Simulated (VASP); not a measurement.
Elastic constants (GPa) of a crystal from PBEsol GGA, VASP's PBE PAW potentials (set 64) (VASP):

```tsv
	xx	yy	zz	yz	xz	xy
xx	141.2	55.8	49.7	0.0	0.0	0.0
yy	55.8	141.2	49.7	0.0	0.0	0.0
zz	49.7	49.7	149.9	0.0	0.0	0.0
yz	0.0	0.0	0.0	40.9	0.0	0.0
xz	0.0	0.0	0.0	0.0	40.9	0.0
xy	0.0	0.0	0.0	0.0	0.0	48.3
```

Q: Work out the Voigt, Reuss and Hill moduli, Young's modulus and Poisson's ratio.

A: All eigenvalues are positive (smallest 40.9 GPa), so the crystal is stable. K_V = (C11+C22+C33+2(C12+C13+C23))/9 = (432.3 + 2×155.2)/9 = 82.5 GPa; G_V = (432.3 − 155.2 + 3×130.1)/15 = 44.5 GPa. From the compliances, K_R = 82.5 GPa and G_R = 44.2 GPa. Hill: K = 82.5 GPa, G = 44.3 GPa, E = 9KG/(3K+G) = 112.8 GPa, ν = (3K−2G)/(2(3K+G)) = 0.272. K/G = 1.86, above Pugh's 1.75; universal anisotropy A^U = 0.03.

Q: With a density of 4.45 g/cm³, what are the mean sound speeds?

A: v_l = √((K+4G/3)/ρ) = 5.64 km/s and v_t = √(G/ρ) = 3.16 km/s. The crystal is MgCdS₂ (space group P4/mmm), tetragonal.

The structure comes from a computed database's MgCdS2 entry (P4/mmm); how it stands against other phases isn't given here. It was relaxed first.
